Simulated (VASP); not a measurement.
Crystal: LiZn3.

```
Li Zn
1.0
     0.00000    3.01111    3.01111
     3.01111    0.00000    3.01111
     3.01111    3.01111    0.00000
Li Zn
1 3
Direct
  0.00000 0.00000 0.00000
  0.25000 0.25000 0.25000
  0.75000 0.75000 0.75000
  0.50000 0.50000 0.50000
```

The cell comes from a database or a generator and needn't be the stable form of this composition.

- Program: VASP 6.6.1
- Task: relaxation of cell and atoms
- Functional: LDA
- Potentials or basis: VASP PAW LDA potentials, release 64 (Li_sv, Zn)
- Cutoff: 600 eV
- k mesh: 6 × 6 × 6
- Occupations: methfessel-paxton, width 0.15 eV
- Spin: no spin polarisation

At the start: pressure -4.4 GPa; volume 13.65 Å³/atom.

Q: Where does the relaxation end?

A: Over 3 steps the energy falls by 12.0 meV/atom and the volume is 12.84 Å³/atom (-5.9 %); space group Fm-3m (No. 225, to 0.05 Å).

The path:
```csv
step,energy change (eV),largest force (eV/Å),pressure (GPa),volume (Å³)
1,0.0000,0.0000,-4.39,54.60
2,-0.0473,0.0000,-0.56,51.70
3,-0.0479,0.0000,-0.11,51.38
```

Final structure:
```
Li Zn
1.0
     0.00000    2.95059    2.95059
     2.95059    0.00000    2.95059
     2.95059    2.95059    0.00000
Li Zn
1 3
Direct
  0.00000 0.00000 0.00000
  0.25000 0.25000 0.25000
  0.75000 0.75000 0.75000
  0.50000 0.50000 0.50000
```

Caveat: the cutoff is under 1.25 times the usual one of these potentials, so pressure, stress and relaxed cells hold a basis-set (Pulay) error.
